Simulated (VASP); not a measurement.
Given:

```xyz
6
Lattice="-1.8938 1.8938 4.8086 1.8938 -1.8938 4.8086 1.8938 1.8938 -4.8086" Properties=species:S:1:pos:R:3 pbc="T T T"
Ti     0.0000     1.8938     2.4043
Ti     0.0000     0.0000     9.6171
O      0.0000     1.8938     0.4087
O      1.8938     1.8938     2.8130
O      1.8938     1.8938    -2.8130
O      0.0000     1.8938     4.3998
```

All values below come from PBE GGA with D4 dispersion, VASP's PBE PAW potentials (set 64) (plane waves; VASP 6.6.1). Run with 520 eV cut-off, 9×9×9 Γ-centred mesh, tetrahedra with Blöchl corrections, potentials Ti_sv O.

The cores are frozen, which limits the accuracy of field gradients.

Problem. Give the principal components of the electric field gradient (V/Å²) and the asymmetry η at each nucleus.

Solution. 
```
atom    Vxx   Vyy   Vzz     η
----  -----  ----  ----  ----
Ti1    -6.3  -6.3  12.7  0.00
Ti2    -6.3  -6.3  12.7  0.00
O3    -12.2  -5.0  17.3  0.42
O4    -12.2  -5.0  17.3  0.42
O5    -12.2  -5.0  17.3  0.42
O6    -12.2  -5.0  17.3  0.42
```

The compound is TiO2 in the anatase structure, one of several forms; rutile is the usual stable one. It was relaxed first.
